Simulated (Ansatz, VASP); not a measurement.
**TaN in two plane-wave programs**

One calculation is typed for both programs; each brings its own data sets and cutoff. How far apart do they land? The cell is taken from a series of VASP runs on this material, whose earlier steps may have relaxed, scaled or displaced it; both programs get it as it stands.

Calculated with Ansatz 0.2.0; plane waves, with VASP 6.6.1 beside it; relaxation of cell and atoms at PBEsol with D3(BJ) and relaxation of cell and atoms at PBEsol, spin-orbit coupling.

## 1. The starting structure

The structure is cubic, space group Fm-3m (No. 225). The conventional cell has a = 4.350 Å, b = 4.350 Å, c = 4.350 Å, α = 90.00°, β = 90.00°, γ = 90.00°. Nearest to Ta lie 6 N at 2.18 Å. Nearest to N lie 6 Ta at 2.18 Å. Farther neighbours and most contacts between anions are not listed.

Structure file:

```cif
data_structure
_symmetry_space_group_name_H-M 'Fm-3m'
_symmetry_Int_Tables_number 225
_cell_length_a 4.3501
_cell_length_b 4.3501
_cell_length_c 4.3501
_cell_angle_alpha 90.000
_cell_angle_beta 90.000
_cell_angle_gamma 90.000
_cell_volume 82.32
loop_
_atom_site_label
_atom_site_type_symbol
_atom_site_symmetry_multiplicity
_atom_site_Wyckoff_symbol
_atom_site_fract_x
_atom_site_fract_y
_atom_site_fract_z
_atom_site_occupancy
Ta1 Ta 4 b 0.50000 0.00000 0.00000 1
N1 N 4 a 0.00000 0.00000 0.00000 1
```

## 2. Ansatz: relaxation of cell and atoms, PBEsol with D3(BJ)

Ansatz runs on its default PAW (the set named soft_2) files.

The relaxed volume is the usual yardstick between codes: its relative difference is about their pressure difference at one cell divided by the bulk modulus.

input.yaml

```yaml
crystal:
  lattice:
    - [0.0, 2.1750732176, 2.1750732176]
    - [2.1750732176, 0.0, 2.1750732176]
    - [2.1750732176, 2.1750732176, 0.0]
  atoms:
    - { symbol: Ta, position: [0.5, 0.5, 0.5] }
    - { symbol: "N", position: [0.0, 0.0, 0.0] }
hamiltonian:
  xc: pbesol
  pseudopotentials: { kind: paw }
  dispersion: d3bj
kpoints:
  mp_grid: { grid: [18, 18, 18] }
scf:
  occupations: { method: methfessel_paxton, width: 0.15 }
relax:
  f_tol: 0.01
  max_steps: 60
  cell: { stress_tol: 0.05 }
output:
  forces: true
  stress: true
  write_density: true
  write_potential: true
  elf: true
  volumetric_format: npy
```

Launch:

```bash
$ ansatz run input.yaml --threads 4 --pin off --max-ram 9216MiB --backend cpu --events-out ev --progress --plain --runs-dir out
```

Numbers of over 12 decimals in the logs are rounded to 6 here.

Log:

```text
Engine: ansatz 0.2.0, aarch64-unknown-linux-gnu
Pseudopotentials: kind: paw
Pseudopotential: Ta, paw, valence charge 13, recommended cutoff 420 eV (normal), Ta.paw.azcp
Pseudopotential: N, paw, valence charge 5, recommended cutoff 420 eV (normal), N.paw.azcp
Functional definition: PBEsol
  exchange = pbesol_x
  correlation = pbesol_c
Crystal: 2 atoms, lattice volume = 20.580 Å³
Basis set: ecut = 420 eV, 411 PW (Γ), exchange–correlation on 48×48×48 points (8 copies of the dense FFT grid, shifted against one another)
Bands: 13, of which v1, the nominal top of the filled ones, is band 9 counted from 1 (8 counted from 0)
Symmetry: 48 space group operations
Space group: Fm-3m (ITA 225), of the structure as read, at distance tolerance 2.7e-5 Å
k-points: 195 of 5832
Non-local potential: Ta, projectors of the file, l = 0: 3, l = 1: 2, l = 2: 2, l = 3: 1
Non-local potential: N, projectors of the file, l = 0: 2, l = 1: 2, l = 2: 1
PAW form: soft (Blöchl's): semilocal exchange-correlation on the pseudo side does not see the compensation charge
PAW frozen core: Ta, regenerated for the run's functional, and the local potential with it (the file was generated under x = pbe(κ = 0.804, μ = 0.219515), c = pbe(β = 0.066725))
PAW frozen core: N, regenerated for the run's functional, and the local potential with it (the file was generated under x = pbe(κ = 0.804, μ = 0.219515), c = pbe(β = 0.066725))
PAW one-centre angular grid: Ta, 590 points (default); XC on 64 Gauss nodes
PAW one-centre angular grid: N, 110 points (default); XC on 64 Gauss nodes
Initial density: superposition of atomic densities (neutral atoms: chi_scale 0, normalization atom), corrected by the library's trained network
Initial wavefunctions: pseudopotential atomic-orbital guess
Functional: x = pbesol(κ = 0.804, μ = 0.123457), c = pbesol(β = 0.046)
SCF iter   1: F=—  HF=-10188.027837 eV  |F-HF|=—  |Δ(HF+E_count)|=         —  Δρ=1.48e-2  dr2=4.58e-2  ethr=1.77e-3  ⟨swp⟩=5.3  Hψ=29553  notcnv=0  defer=63
automatic band count: the SCF goes on with 17 bands, as 13 were too few: the levels above may hold too much charge
preconditioner: auto → none  [metal: Δε(μ)=0.007 eV  Ē_g=15.874 eV  σ=0.150 eV  W_gap=0.04  n_scr=8 (ndim 8)  ℏωp=25.9 eV  f_vac=0.000  D(μ)=0.89/eV (n_scr^D=8)  sad-step TF]
SCF iter   2: F=—  HF=-10188.021474 eV  |F-HF|=—  |Δ(HF+E_count)|=   6.36e-3  S|Δr|=    0.00e0  Δρ=9.70e-3  dr2=2.15e-2  ethr=2.54e-4  ⟨swp⟩=1.0  Hψ=4875  notcnv=0  defer=63
SCF iter   3: F=—  HF=-10188.016207 eV  |F-HF|=—  |Δ(HF+E_count)|=   5.27e-3  S|Δr|=    0.00e0  Δρ=9.08e-4  dr2=1.17e-4  ethr=1.20e-4  ⟨swp⟩=2.0  Hψ=3464  notcnv=0  defer=63
SCF iter   4: F=—  HF=-10188.016138 eV  |F-HF|=—  |Δ(HF+E_count)|=   6.90e-5  S|Δr|=    0.00e0  Δρ=1.20e-4  dr2=3.59e-6  ethr=6.52e-7  ⟨swp⟩=2.5  Hψ=4635  notcnv=0  defer=64
SCF iter   5: F=—  HF=-10188.016136 eV  |F-HF|=—  |Δ(HF+E_count)|=   2.30e-6  S|Δr|=    0.00e0  Δρ=1.37e-5  dr2=1.25e-8  ethr=5.56e-10  ⟨swp⟩=7.4  Hψ=17847  notcnv=0
SCF iter   6: F=-10188.016136 eV  HF=-10188.016136 eV  |F-HF|=2.42e-10  |Δ(HF+E_count)|=   2.23e-9  S|Δr|=    0.00e0  Δρ=2.00e-6  dr2=1.58e-10  ethr=6.93e-11  ⟨swp⟩=5.0  Hψ=14359  notcnv=0
SCF 1 converged in 6 iterations: F = -10188.016136 eV  dr2 = 1.58e-10
  greatest PAW one-centre occupation: 1.000 electrons in one spin orbital (limit 2), on the Ta atom at site 0 (counted from 0), in its partial waves of l = 0
relax step   1: F+E_penalty+E_count = -10188.01613611 eV  Δ(F+E_penalty+E_count) = +0.000e0 eV  max|allowed force component| = 1.344e-29 eV/Å  Δτ_max = 0.0000 Å  P = -1.080 GPa  Ω = 20.580 Å³  (6 SCF iters, dr2 threshold 1.00e-7 eV, accepted)
[...]
relax step   2: F+E_penalty+E_count = -10188.01657415 eV  Δ(F+E_penalty+E_count) = -4.380e-4 eV  max|allowed force component| = 9.466e-30 eV/Å  Δτ_max = 0.0000 Å  P = +0.421 GPa  Ω = 20.499 Å³  energy of the carried Pulay correction = +2.694e-4 eV  (4 SCF iters, dr2 threshold 2.00e-7 eV, accepted)
[...]
relax step   3: F+E_penalty+E_count = -10188.01652837 eV  Δ(F+E_penalty+E_count) = +4.578e-5 eV  max|allowed force component| = 1.006e-29 eV/Å  Δτ_max = 0.0000 Å  P = -0.001 GPa  Ω = 20.522 Å³  energy of the carried Pulay correction = +1.940e-4 eV  (3 SCF iters, dr2 threshold 2.00e-7 eV, accepted)
[...]
relax step   4: F+E_penalty+E_count = -10188.01631192 eV  Δ(F+E_penalty+E_count) = +2.164e-4 eV  max|allowed force component| = 1.141e-29 eV/Å  Δτ_max = 0.0000 Å  P = -0.017 GPa  Ω = 20.522 Å³  stress off target by 1.73e-2 GPa  SCF on the basis re-selected at this cell (its energy is not comparable with the rows above)  (4 SCF iters)
basis re-selected at this cell: Δ(F+E_penalty+E_count) = +2.164e-4 eV, ΔP = -0.016 GPa vs the last step (what re-selecting the basis moved, of the pressure what is left beyond the Pulay correction that the steps carried, after the strain that the cell walked since its last selection, with what the two solves' SCF thresholds leave and, on support functions, any second-order correction that the steps lacked; it is no m [...]
SCF converged after 4 iterations
Stability not checked: this state was not tested for a lower state beside it, because cold or Methfessel-Paxton smearing, or corrected tetrahedra, fill the levels in a way that the test cannot read (fill_not_monotonic; see scf.lower_state_search)
Free energy (F): -10188.016312 eV
Harris-Foulkes:  -10188.016312 eV  (|F-HF|=5.46e-12)
Internal energy: -10188.015635 eV  (E = F + TS)
E sigma→0 (E₀):  -10188.016143 eV
Entropy (-TS):   -0.000677 eV (-0.338 meV/atom)
Fermi energy:    22.387399 eV
--- Per-component energies (eV) ---
  E_band       = -32.944641
  E_kinetic    = 503.254098
  E_local      = -560.691890  (includes V_loc(G=0)·N_el)
  E_nonlocal   = 63.297181
  E_hartree    = 189.854209
  E_xc         = -278.923037
  E_vxc        = -283.027601  (∫ρ·V_xc dr)
  E_paw        = -8395.863857  (= ΣΔE_a)
  E_vpaw       = -135.485101  (= ΣTr[D̂ρ^β])
  E_aug_tail   = 0.000274  (compensation charges beyond the density's cutoff)
  E_ewald      = -1708.218078
  E_disp       = -0.966281  (pairwise vdW)
  E_core_change = 0.241745  (= ΣΔE_core)
  E_smearing   = -0.000677  (= −TS)
  E_closure    = -0.000000  (closes the sum)
  Σ components = -10188.016312   (vs F -10188.016312, Δ=0.00e0)
--- Forces (eV/Å), atoms counted from 1 ---
  atom   1  Ta     0.00000000     0.00000000     0.00000000
  atom   2  N     -0.00000000     0.00000000     0.00000000
  max |Σ_I F_I| component: 2.14e-29 eV/Å
--- Stress (GPa, compression-positive) ---
       -0.017304       0.000000      -0.000000
        0.000000      -0.017304       0.000000
       -0.000000       0.000000      -0.017304
  P = ⅓ Tr σ = -0.0173 GPa (-0.173 kbar)
--- Band table (eV; the first three rows and the last of 195) ---
  k-point 0: bands = [... 5 lower, 18.4759, 18.4759, 18.4759, 20.1515, 20.1515, 20.1515, 22.4233, 22.4233, ... 4 higher]
  k-point 1: bands = [... 5 lower, 18.0442, 18.1807, 18.1807, 20.2871, 20.2871, 20.3575, 22.7563, 22.7563, ... 4 higher]
  k-point 2: bands = [... 5 lower, 17.1369, 17.5434, 17.5434, 20.6045, 20.6045, 20.6821, 23.5887, 23.5887, ... 4 higher]
  k-point 194: bands = [... 5 lower, 14.7654, 15.4459, 15.4802, 21.5246, 22.8303, 26.1719, 26.6665, 27.2427, ... 4 higher]
--- Relaxed structure (3 steps of the walk, 3 accepted, 1 SCFs on fresh bases) ---
  F+E_penalty+E_count = -10188.01631192 eV   max|allowed force component| = 1.141e-29 eV/Å   (the final SCF, on the basis selected at the relaxed cell)
  cell:  # Å, volume = 20.5217 Å³
    - [0, 2.173008, 2.173008]
    - [2.173008, 0, 2.173008]
    - [2.173008, 2.173008, 0.0]
  atoms:
    - { symbol: Ta, position: [0.5, 0.5, 0.5] }
    - { symbol: N, position: [0, 0, 0] }
```

Elapsed: 4.9 s, on 4 threads of Arm Neoverse V1, shared host; peak memory 0.39 GiB; 16 s of CPU time.

## 3. VASP: relaxation of cell and atoms, PBEsol with D3(BJ)

The same cell, functional, mesh and smearing now go to VASP, with its own data sets and cutoff.

Lines of VASP's logs that name or quote its potential files are left out, and so is its time.

INCAR

```
SYSTEM = TaN
PREC = Accurate
ENCUT = 520
EDIFF = 1E-06
NELM = 100
ISMEAR = 1
SIGMA = 0.15
LREAL = .FALSE.
ALGO = Normal
GGA = PS
IVDW = 12
NBANDS = 14
LASPH = .TRUE.
LORBIT = 11
LWAVE = .FALSE.
LCHARG = .FALSE.
KPAR = 8
IBRION = 2
NSW = 50
ISIF = 3
EDIFFG = -0.006
```

POSCAR

```
TaN
1.0
    0.0000000000      2.1750732176      2.1750732176
    2.1750732176      0.0000000000      2.1750732176
    2.1750732176      2.1750732176      0.0000000000
Ta N
1 1
Direct
    0.5000000000      0.5000000000      0.5000000000
    0.0000000000      0.0000000000      0.0000000000
```

KPOINTS

```
Automatic mesh
0
Gamma
18 18 18
0 0 0
```

PAW data sets: Ta_pv and N (PBE family, release 64).

Launch:

```bash
$ mpirun -np 8 vasp_std
```

Log:

```text
[banner, memory and clock lines left out]
running    8 mpi-ranks, on    1 nodes
 distrk:  each k-point on    1 cores,    8 groups
 distr:  one band on    1 cores,    1 groups

 POSCAR found type information on POSCAR TaN
 POSCAR found :  2 types and       2 ions
|                                                                             |
|           W    W    AA    RRRRR   N    N  II  N    N   GGGG   !!!           |
|           W    W   A  A   R    R  NN   N  II  NN   N  G    G  !!!           |
|           W    W  A    A  R    R  N N  N  II  N N  N  G       !!!           |
|           W WW W  AAAAAA  RRRRR   N  N N  II  N  N N  G  GGG   !            |
|           WW  WW  A    A  R   R   N   NN  II  N   NN  G    G                |
|           W    W  A    A  R    R  N    N  II  N    N   GGGG   !!!           |
|                                                                             |
|     For optimal performance we recommend to set                             |
|       NCORE = 2 up to number-of-cores-per-socket                            |
|     NCORE specifies how many cores store one orbital (NPAR=cpu/NCORE).      |
|     This setting can greatly improve the performance of VASP for DFT.       |
|     The default, NCORE=1 might be grossly inefficient on modern             |
|     multi-core architectures or massively parallel machines. Do your        |
|     Unfortunately you need to use the default for GW and RPA                |
|     calculations (for HF NCORE is supported but not extensively tested      |
|     yet).                                                                   |
|                                                                             |

|                                                                             |
|               ----> ADVICE to this user running VASP <----                  |
|                                                                             |
|     You enforced a specific xc type in the INCAR file but a different       |
|     [... a line on the potential file left out ...]
|     I HOPE YOU KNOW WHAT YOU ARE DOING!                                     |
|                                                                             |

 LDA part: xc-table for (Slater+PW92), standard interpolation
 POSCAR, INCAR and KPOINTS ok, starting setup
 FFT: planning ... GRIDC
 FFT: planning ... GRID_SOFT
 FFT: planning ... GRID
 WAVECAR not read
 entering main loop
       N       E                     dE             d eps       ncg     rms          rms(c)
DAV:   1     0.873150854342E+02    0.87315E+02   -0.89433E+03  5460   0.121E+03
DAV:   2    -0.230740554031E+02   -0.11039E+03   -0.10411E+03  6756   0.315E+02
DAV:   3    -0.259790234080E+02   -0.29050E+01   -0.28741E+01  6288   0.475E+01
DAV:   4    -0.259930338306E+02   -0.14010E-01   -0.14007E-01  6432   0.344E+00
DAV:   5    -0.259931206501E+02   -0.86820E-04   -0.86820E-04  6186   0.247E-01    0.261E+01
DAV:   6    -0.233210780015E+02    0.26720E+01   -0.56416E+00  6210   0.271E+01    0.111E+01
DAV:   7    -0.232402786762E+02    0.80799E-01   -0.35167E-01  6870   0.567E+00    0.745E+00
DAV:   8    -0.232067443116E+02    0.33534E-01   -0.12228E-01  6552   0.319E+00    0.147E+00
DAV:   9    -0.232027485263E+02    0.39958E-02   -0.11840E-02  6138   0.945E-01    0.361E-01
DAV:  10    -0.232026080728E+02    0.14045E-03   -0.52228E-04  7410   0.287E-01    0.107E-01
DAV:  11    -0.232025764818E+02    0.31591E-04   -0.62301E-05  6276   0.824E-02    0.201E-02
DAV:  12    -0.232025762393E+02    0.24252E-06   -0.36931E-06  6936   0.189E-02
   1 F= -.24165787E+02 E0= -.24165570E+02  d E =-.241658E+02
 curvature:   0.00 expect dE= 0.000E+00 dE for cont linesearch  0.000E+00
 trial: gam= 0.00000 g(F)=  0.660E-60 g(S)=  0.109E-06 ort = 0.000E+00 (trialstep = 0.100E+01)
 search vector abs. value=  0.109E-06
 reached required accuracy - stopping structural energy minimisation
```

Parts of OUTCAR (step 3):

```text
ion  position               nearest neighbor table
   1  0.500  0.500  0.500-   2 2.18   2 2.18   2 2.18   2 2.18   2 2.18   2 2.18
   2  0.000  0.000  0.000-   1 2.18   1 2.18   1 2.18   1 2.18   1 2.18   1 2.18

  LATTYP: Found a face centered cubic cell.
 ALAT       =     4.3501464352

 Subroutine GETGRP returns: Found 48 space group operations
 (whereof 48 operations were pure point group operations)

The static configuration has the point symmetry O_h .

 Found    195 irreducible k-points:

   k-points           NKPTS =    195   k-points in BZ     NKDIM =    195   number of bands    NBANDS=     14

   dimension x,y,z NGX =    24 NGY =   24 NGZ =   24
   dimension x,y,z NGXF=    48 NGYF=   48 NGZF=   48

   ENCUT  =  520.0 eV  38.22 Ry    6.18 a.u.   5.72  5.72  5.72*2*pi/ulx,y,z

   NELECT =      16.0000    total number of electrons

 k-points in reciprocal lattice and weights: Automatic mesh
   0.00000000  0.00000000  0.00000000       0.000
   0.05555556  0.00000000  0.00000000       0.001
   0.11111111  0.00000000  0.00000000       0.001
   0.16666667  0.00000000  0.00000000       0.001
   0.22222222  0.00000000  0.00000000       0.001
   0.27777778  0.00000000  0.00000000       0.001
   0.33333333  0.00000000  0.00000000       0.001
   0.38888889  0.00000000  0.00000000       0.001
   0.44444444  0.00000000  0.00000000       0.001
[...]
-0.27777778  0.44444444  0.22222222       0.004
  -0.27777778  0.50000000  0.22222222       0.002

 average (electrostatic) potential at core
       1 -34.1562       2 -61.0307

 E-fermi :   9.7640

 k-point     1 :       0.0000    0.0000    0.0000
  band No.  band energies     occupation
    ...
      8       7.5277      2.00000
      9       7.5277      2.00000
     10       7.5277      2.00000
     11       9.7832      0.78508
     12       9.7832      0.78508
     13      11.5813     -0.00000
     14      19.1387      0.00000

 k-point     2 :       0.0556    0.0000    0.0000
  band No.  band energies     occupation
    ...
      6       5.5672      2.00000
      7       5.5672      2.00000
      8       7.6632      2.00000
      9       7.6632      2.00000
     10       7.7347      2.00000
     11      10.1177     -0.00426
     12      10.1177     -0.00426
     13      11.8109     -0.00000
     14      19.3843      0.00000

 k-point     3 :       0.1111    0.0000    0.0000
  band No.  band energies     occupation
    ...
      6       4.9296      2.00000
      7       4.9296      2.00000
      8       7.9797      2.00000
      9       7.9797      2.00000
     10       8.0597      2.00000
     11      10.9526     -0.00000
     12      10.9526     -0.00000
     13      12.4179     -0.00000
     14      20.0781      0.00000

 Edisp (eV)   -0.96321

  Total       0.00123     0.00123     0.00123     0.00000     0.00000     0.00000
  in kB       0.09550     0.09550     0.09550     0.00000     0.00000     0.00000
  external pressure =        0.10 kB  Pullay stress =        0.00 kB

  energy-cutoff  :      520.00
  volume of cell :       20.58
      direct lattice vectors                 reciprocal lattice vectors
     0.000000000  2.175073218  2.175073218    -0.229877319  0.229877319  0.229877319
     2.175073218  0.000000000  2.175073218     0.229877319 -0.229877319  0.229877319
     2.175073218  2.175073218  0.000000000     0.229877319  0.229877319 -0.229877319

 POSITION                                       TOTAL-FORCE (eV/Angst)
 -----------------------------------------------------------------------------------
      2.17507      2.17507      2.17507        -0.000000     -0.000000     -0.000000
      0.00000      0.00000      0.00000         0.000000      0.000000      0.000000
 -----------------------------------------------------------------------------------
    total drift:                                0.000000     -0.000000     -0.000000

  FREE ENERGIE OF THE ION-ELECTRON SYSTEM (eV)
  ---------------------------------------------------
  free  energy   TOTEN  =       -24.1657871585 eV

  energy  without entropy=      -24.1651361521  energy(sigma->0) =      -24.16557016

 reached required accuracy - stopping structural energy minimisation

 total charge
# of ion       s       p       d       tot
------------------------------------------
    1        0.282   6.242   2.506   9.030
    2        1.224   2.553   0.000   3.777
--------------------------------------------------
tot          1.506   8.795   2.506  12.807

[... 3 further parts left out ...]
```

## 4. Differences

Known differences besides the potentials themselves: both relaxations stop at a tolerance, which leaves soft axes loose, and VASP keeps its plane-wave basis; the data sets hold 18 valence electrons in Ansatz (default PAW (the set named soft_2) files) and 16 in VASP; the cutoff is 420 eV in Ansatz and 520 eV in VASP; Ansatz makes its cores anew for this functional, VASP keeps those of its PBE data sets; Ansatz adds a Pulay correction to the stress that steers its cell, VASP none. Total energies have different zeros and are not compared.

Compared:

| quantity | Ansatz | VASP | difference |
| --- | --- | --- | --- |
| volume (Å³) | 20.52 | 20.58 | -0.28 % |
| edge a after relaxation, in the typed setting (Å) | 3.073 | 3.076 | -0.09 % |

The walks stopped with -0.02 GPa left in Ansatz and 0.01 GPa in VASP; each walk ends within a tolerance, so the volume difference is uncertain by about these residues over the bulk modulus, most in soft cells.

[end of part 1 of 2]

[Lines on the potential files, build, host, timing and source positions are cut from VASP's logs without a mark.]

[Logs are printed without paths, hosts, clocks, repeated set-up lines and the standing remarks that a program may print on its own settings, such as how far it seeks lower states.]

[Hosts, paths, dates, database ids (printed as entryN), source tags and the programs' standing remarks are cut or masked in the printed files.]
